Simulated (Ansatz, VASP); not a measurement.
# Cross-check of KZnF3 between VASP and Ansatz, part 2 of 2

Aim: how closely do two programs agree when they are given the same cell, functional and k mesh? The cell is taken from a series of runs on this material, whose earlier steps may have relaxed, scaled, displaced or heated it; both programs get it as it stands.

VASP 6.6.1 and Ansatz 0.2.0.

So far: The structure; VASP: relaxation of cell and atoms, LDA.

## (3) Ansatz: relaxation of cell and atoms, LDA

Level of this step: Ansatz beside VASP: Kohn-Sham DFT, plane waves, LDA (Ansatz).

Ansatz runs on its default PAW (the set named soft_2) files.

The same cell, functional (in two slightly different forms) and mesh now go to Ansatz, which takes its cutoff from its data sets.

The input, input.yaml:

```yaml
crystal:
  lattice:
    - [3.9734716138, 0.0, 0.0]
    - [0.0, 3.9734716138, 0.0]
    - [0.0, 0.0, 3.9734716138]
  atoms:
    - { symbol: K, position: [0.0, 0.0, 0.0] }
    - { symbol: Zn, position: [0.5, 0.5, 0.5] }
    - { symbol: F, position: [0.5, 0.5, 0.0] }
    - { symbol: F, position: [0.0, 0.5, 0.5] }
    - { symbol: F, position: [0.5, 0.0, 0.5] }
kpoints:
  mp_grid: { grid: [8, 8, 8] }
hamiltonian:
  xc: lda
scf:
  occupations: { method: fixed }
output:
  forces: true
  stress: true
  eigenvalues: true
relax:
  adjacent_minimum: "off"
  f_tol: 0.001
  max_steps: 60
  cell: { stress_tol: 0.01 }
```

Command:

```sh
ansatz run input.yaml --threads 4 --pin off --max-ram 7168MiB --backend cpu --events-out ev --progress --plain --runs-dir out
```

Numbers of over 12 decimals in the logs are rounded to 6 here.

What it wrote:

```text
Engine: ansatz 0.2.0, aarch64-unknown-linux-gnu
Pseudopotentials: kind: paw
Pseudopotential: K, paw, valence charge 9, recommended cutoff 420 eV (normal), K.paw.azcp
Pseudopotential: Zn, paw, valence charge 12, recommended cutoff 420 eV (normal), Zn.paw.azcp
Pseudopotential: F, paw, valence charge 7, recommended cutoff 420 eV (normal), F.paw.azcp
Functional definition: SPW92
  exchange = slater_x
  correlation = pw_c
Crystal: 5 atoms, lattice volume = 62.735 Å³
Basis set: ecut = 420 eV, 1237 PW (Γ)
Bands: 26, of which v1, the nominal top of the filled ones, is band 21 counted from 1 (20 counted from 0)
Symmetry: 48 space group operations
Space group: Pm-3m (ITA 221), of the structure as read, at distance tolerance 4.0e-5 Å
k-points: 35 of 512
Non-local potential: K, projectors of the file, l = 0: 3, l = 1: 2, l = 2: 2
Non-local potential: Zn, projectors of the file, l = 0: 2, l = 1: 2, l = 2: 3, l = 3: 1
Non-local potential: F, projectors of the file, l = 0: 2, l = 1: 2, l = 2: 1
PAW form: soft (Blöchl's): semilocal exchange-correlation on the pseudo side does not see the compensation charge
PAW frozen core: K, regenerated for the run's functional, and the local potential with it (the file was generated under x = pbe(κ = 0.804, μ = 0.219515), c = pbe(β = 0.066725))
PAW frozen core: Zn, regenerated for the run's functional, and the local potential with it (the file was generated under x = pbe(κ = 0.804, μ = 0.219515), c = pbe(β = 0.066725))
PAW frozen core: F, regenerated for the run's functional, and the local potential with it (the file was generated under x = pbe(κ = 0.804, μ = 0.219515), c = pbe(β = 0.066725))
PAW one-centre angular grid: K, 110 points (default); XC on 64 Gauss nodes
PAW one-centre angular grid: Zn, 590 points (default); XC on 64 Gauss nodes
PAW one-centre angular grid: F, 110 points (default); XC on 64 Gauss nodes
Initial density: superposition of atomic densities (neutral atoms: chi_scale 0, normalization atom), corrected by the library's trained network
Initial wavefunctions: pseudopotential atomic-orbital guess
Functional: x = slater, c = lda
SCF iter   1: F=—  HF=-7128.493236 eV  |F-HF|=—  |Δ(HF+E_count)|=         —  Δρ=2.12e-2  dr2=1.94e-1  ethr=1.77e-3  ⟨swp⟩=4.5  Hψ=3919  notcnv=0  defer=64
preconditioner: auto → Resta (q_TF=auto, 2.552 Å⁻¹)  ε∞=4.1  [insulator: Δε(μ)=3.588 eV  Ē_g=17.138 eV  n_scr=18 (ndim 8)  ℏωp=30.4 eV  f_vac=0.044  ε∞_Penn≈4.1]
SCF iter   2: F=—  HF=-7128.435853 eV  |F-HF|=—  |Δ(HF+E_count)|=   5.74e-2  Δρ=5.17e-3  dr2=5.94e-3  ethr=4.62e-4  ⟨swp⟩=2.0  Hψ=1833  notcnv=0  defer=93
SCF iter   3: F=—  HF=-7128.434401 eV  |F-HF|=—  |Δ(HF+E_count)|=   1.45e-3  Δρ=2.45e-3  dr2=2.08e-3  ethr=1.42e-5  ⟨swp⟩=3.0  Hψ=1608  notcnv=0  defer=97
SCF iter   4: F=—  HF=-7128.433850 eV  |F-HF|=—  |Δ(HF+E_count)|=   5.51e-4  Δρ=2.68e-4  dr2=3.58e-5  ethr=4.96e-6  ⟨swp⟩=2.0  Hψ=1538  notcnv=0  defer=93
SCF iter   5: F=—  HF=-7128.433859 eV  |F-HF|=—  |Δ(HF+E_count)|=   9.07e-6  Δρ=2.28e-4  dr2=1.65e-5  ethr=8.52e-8  ⟨swp⟩=2.0  Hψ=1411  notcnv=0  defer=35
SCF iter   6: F=—  HF=-7128.433854 eV  |F-HF|=—  |Δ(HF+E_count)|=   5.31e-6  Δρ=7.35e-5  dr2=2.18e-6  ethr=3.94e-8  ⟨swp⟩=2.0  Hψ=1341  notcnv=0  defer=35
SCF iter   7: F=—  HF=-7128.433853 eV  |F-HF|=—  |Δ(HF+E_count)|=   1.52e-7  Δρ=1.20e-5  dr2=1.06e-7  ethr=5.19e-9  ⟨swp⟩=2.0  Hψ=1329  notcnv=0  defer=35
SCF iter   8: F=-7128.433853 eV  HF=-7128.433853 eV  |F-HF|=2.01e-9  |Δ(HF+E_count)|=   1.89e-8  Δρ=2.00e-6  dr2=4.10e-9  ethr=2.38e-10  ⟨swp⟩=9.0  Hψ=4297  notcnv=0
SCF 1 converged in 8 iterations: F = -7128.433853 eV  dr2 = 4.10e-9
  greatest PAW one-centre occupation: 0.995 electrons in one spin orbital (limit 2), on the Zn atom at site 1 (counted from 0), in its partial waves of l = 2
relax step   1: F+E_penalty+E_count = -7128.43385341 eV  Δ(F+E_penalty+E_count) = +0.000e0 eV  max|allowed force component| = 2.861e-29 eV/Å  Δτ_max = 0.0000 Å  P = -0.023 GPa  Ω = 62.735 Å³  (8 SCF iters, dr2 threshold 1.00e-7 eV, accepted)
[...]
relax step   2: F+E_penalty+E_count = -7128.43390092 eV  Δ(F+E_penalty+E_count) = -4.750e-5 eV  max|allowed force component| = 6.942e-30 eV/Å  Δτ_max = 0.0000 Å  P = -0.009 GPa  Ω = 62.727 Å³  energy of the carried Pulay correction = +4.665e-5 eV  (4 SCF iters, dr2 threshold 1.34e-9 eV, accepted)
[...]
relax step   3: F+E_penalty+E_count = -7128.43390092 eV  Δ(F+E_penalty+E_count) = -5.912e-11 eV  max|allowed force component| = 1.320e-29 eV/Å  Δτ_max = 0.0000 Å  P = -0.011 GPa  Ω = 62.727 Å³  stress off target by 1.05e-2 GPa  SCF on the basis re-selected at this cell (its energy is not comparable with the rows above)  (6 SCF iters)
[...]
relax step   4: F+E_penalty+E_count = -7128.43393629 eV  Δ(F+E_penalty+E_count) = -3.538e-5 eV  max|allowed force component| = 7.258e-30 eV/Å  Δτ_max = 0.0000 Å  P = -0.000 GPa  Ω = 62.720 Å³  energy of the carried Pulay correction = +3.516e-5 eV  (4 SCF iters, dr2 threshold 2.77e-10 eV, accepted)
[...]
relax step   5: F+E_penalty+E_count = -7128.43393629 eV  Δ(F+E_penalty+E_count) = -2.547e-11 eV  max|allowed force component| = 4.628e-30 eV/Å  Δτ_max = 0.0000 Å  P = -0.001 GPa  Ω = 62.720 Å³  stress off target by 8.82e-4 GPa  SCF on the basis re-selected at this cell (its energy is not comparable with the rows above)  (5 SCF iters)
basis re-selected at this cell: Δ(F+E_penalty+E_count) = -2.547e-11 eV, ΔP = -0.000 GPa vs the last step (what re-selecting the basis moved, of the pressure what is left beyond the Pulay correction that the steps carried, after the strain that the cell walked since its last selection, with what the two solves' SCF thresholds leave and, on support functions, any second-order correction that the steps lacked; it is no  [...]
SCF converged after 5 iterations
Free energy (F): -7128.433936 eV
Harris-Foulkes:  -7128.433936 eV  (|F-HF|=9.09e-13)
Internal energy: -7128.433936 eV  (E = F + TS)
E sigma→0 (E₀):  -7128.433936 eV
Fermi energy:    4.637260 eV
--- Per-component energies (eV) ---
  E_band       = -139.606514
  E_kinetic    = 1003.028533
  E_local      = -3967.043400  (includes V_loc(G=0)·N_el)
  E_nonlocal   = 870.152413
  E_hartree    = 1559.299211
  E_xc         = -501.871325
  E_vxc        = -519.418648  (∫ρ·V_xc dr)
  E_paw        = -3070.651243  (= ΣΔE_a)
  E_vpaw       = -644.929609  (= ΣTr[D̂ρ^β])
  E_aug_tail   = 0.005728  (compensation charges beyond the density's cutoff)
  E_ewald      = -3023.508249
  E_core_change = 2.154396  (= ΣΔE_core)
  E_smearing   = -0.000000  (= −TS)
  E_closure    = 0.000000  (closes the sum)
  Σ components = -7128.433936   (vs F -7128.433936, Δ=0.00e0)
--- Forces (eV/Å), atoms counted from 1 ---
  atom   1  K      0.00000000    -0.00000000     0.00000000
  atom   2  Zn     0.00000000    -0.00000000    -0.00000000
  atom   3  F      0.00000000     0.00000000    -0.00000000
  atom   4  F      0.00000000     0.00000000     0.00000000
  atom   5  F      0.00000000    -0.00000000    -0.00000000
  max |Σ_I F_I| component: 1.37e-29 eV/Å
--- Stress (GPa, compression-positive) ---
       -0.000882      -0.000000       0.000000
       -0.000000      -0.000882       0.000000
        0.000000       0.000000      -0.000882
  P = ⅓ Tr σ = -0.0009 GPa (-0.009 kbar)
--- Band table (eV; the first three rows and the last of 35) ---
  k-point 0: bands = [... 17 lower, 2.2556, 2.5114, 2.5114, 2.5114, 8.4303, 12.8967, 12.8967, 13.8715, ... 1 higher]
  k-point 1: bands = [... 17 lower, 2.2897, 2.5268, 2.5268, 2.5357, 8.7554, 13.0416, 13.0568, 14.0274, ... 1 higher]
  k-point 2: bands = [... 17 lower, 2.3165, 2.6000, 2.6000, 2.6982, 9.6077, 13.2866, 13.4035, 14.5834, ... 1 higher]
  k-point 34: bands = [... 17 lower, 2.9050, 2.9050, 4.6373, 4.6373, 12.8171, 12.8171, 12.8171, 15.1632, ... 1 higher]
--- Relaxed structure (3 steps of the walk, 3 accepted, 2 SCFs on fresh bases) ---
  F+E_penalty+E_count = -7128.43393629 eV   max|allowed force component| = 4.628e-30 eV/Å   (the final SCF, on the basis selected at the relaxed cell)
  cell:  # Å, volume = 62.7203 Å³
    - [3.973161, 0, 0]
    - [0, 3.973161, 0.0]
    - [0, 0.0, 3.973161]
  atoms:
    - { symbol: K, position: [0, 0, 0] }
    - { symbol: Zn, position: [0.5, 0.5, 0.5] }
    - { symbol: F, position: [0.5, 0.5, 0] }
    - { symbol: F, position: [0, 0.5, 0.5] }
    - { symbol: F, position: [0.5, 0, 0.5] }
```

In the SCF lines HF is the Harris–Foulkes energy and dr2 the Hartree energy of the density residual, in eV; the loop may stop once dr2 is under the threshold and the program's other checks hold. Hψ counts applications of the Hamiltonian.

## (4) Side by side

Known differences besides the potentials themselves: the two LDA forms differ slightly; fixed occupations in Ansatz, narrow Gaussian smearing in VASP; the cutoff is 420 eV in Ansatz and 600 eV in VASP; VASP's log shows a relativistic correction to its local exchange, Ansatz's none; Ansatz adds a Pulay correction to the stress that steers its cell, VASP none. Total energies have different zeros and are not compared.

Compared:

```
                                         quantity  Ansatz   VASP  difference
                                      volume (Å³)   62.72  63.01     -0.46 %
edge a after relaxation, in the typed setting (Å)   3.973  3.979     -0.15 %
```

## (5) Summary of results

```json
{
  "difference in volume (relaxation of cell and atoms, LDA)": "-0.46 %"
}
```

In words: The difference in volume is -0.46 % (relaxation of cell and atoms, LDA), within the 1.2 % picked in this series as the mark of a large difference, as far as the stopping tolerances let one tell. How closely two codes agree says nothing of how well the functional describes the real material.

[Lines on the potential files, build, host, timing and source positions are cut from VASP's logs without a mark.]

[Logs are printed without paths, hosts, clocks, repeated set-up lines and the standing remarks that a program may print on its own settings, such as how far it seeks lower states.]

[Hosts, paths, dates, database ids (printed as entryN), source tags and the programs' standing remarks are cut or masked in the printed files.]
